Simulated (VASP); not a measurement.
Here is the system:

```xyz
3
Lattice="0.0000 2.6995 2.6995 2.6995 0.0000 2.6995 2.6995 2.6995 0.0000" Properties=species:S:1:pos:R:3 pbc="T T T"
Si     1.3497     1.3497     1.3497
Si     4.0492     4.0492     4.0492
Ni     0.0000     0.0000     0.0000
```

The numbers are results of PBEsol GGA, VASP's PBE PAW potentials (set 64) (plane waves; VASP), not measurements. Numerical set-up: 520 eV cut-off, Gaussian smearing of 0.050 eV, potentials Si Ni.

### Question
Give the energies of bands 2 to 12 at the high-symmetry points, in eV from the Fermi level.

### Answer

| band | Γ | X | U | L | W |
|---|---|---|---|---|---|
| 2 | -5.26 | -8.11 | -8.91 | -10.06 | -8.95 |
| 3 | -5.26 | -7.34 | -7.50 | -4.84 | -7.12 |
| 4 | -5.26 | -4.56 | -5.03 | -4.84 | -6.80 |
| 5 | -3.57 | -4.56 | -4.45 | -3.78 | -3.79 |
| 6 | -3.57 | -3.67 | -3.86 | -3.39 | -3.79 |
| 7 | -0.26 | -3.67 | -3.49 | -3.39 | -3.67 |
| 8 | 1.70 | -3.50 | -2.97 | -1.47 | -3.23 |
| 9 | 1.70 | -3.16 | -2.67 | -1.47 | -2.48 |
| 10 | 1.70 | -0.44 | 0.17 | 1.73 | 2.22 |
| 11 | 2.23 | 1.32 | 3.60 | 1.79 | 2.22 |
| 12 | 2.23 | 7.75 | 4.69 | 1.79 | 4.57 |

It has no gap at this level: it comes out as a metal or semimetal.

The compound is NiSi2 in the fluorite structure. It was relaxed first. The run is not spin-polarised, so no magnetic state was tried.
